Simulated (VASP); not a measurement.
Given:

```
YB
1.0
    1.96773    -5.19979     0.00000
    1.96773     5.19979     0.00000
    0.00000     0.00000     3.87784
B Y
2 2
Cartesian
  1.96773  -0.66557   0.96946
  1.96773   0.66557   2.90838
  1.96773  -3.68925   0.96946
  1.96773   3.68925   2.90838
```

All values below come from PBE GGA, VASP's PBE PAW potentials (set 64) (plane waves; VASP). Settings: 520 eV cut-off, KSPACING 0.35 per Å, first-order Methfessel-Paxton smearing of 0.10 eV, potentials B Y_sv.

Problem. Which forces act on the atoms, in eV/Å?

Solution. 
```csv
atom,Fx,Fy,Fz
B1,0.000,0.779,0.000
B2,0.000,-0.779,0.000
Y3,0.000,-1.379,0.000
Y4,0.000,1.379,0.000
```

Problem. Give the stress tensor in GPa (positive for a compressed cell).

Solution. 
```
 -7.99    0.00    0.00
  0.00  -14.68    0.00
  0.00    0.00  -19.00
```
The pressure is its mean diagonal, -13.89 GPa.

The structure was generated: YB was put into the CrB type (Cmcm), which need not be its known phase. The cell was not relaxed at this level. The run is one of a series of settings (KGAMMA = .FALSE., KSPACING = 0.35, KPOINTS file removed against the base run), some of them coarse on purpose.
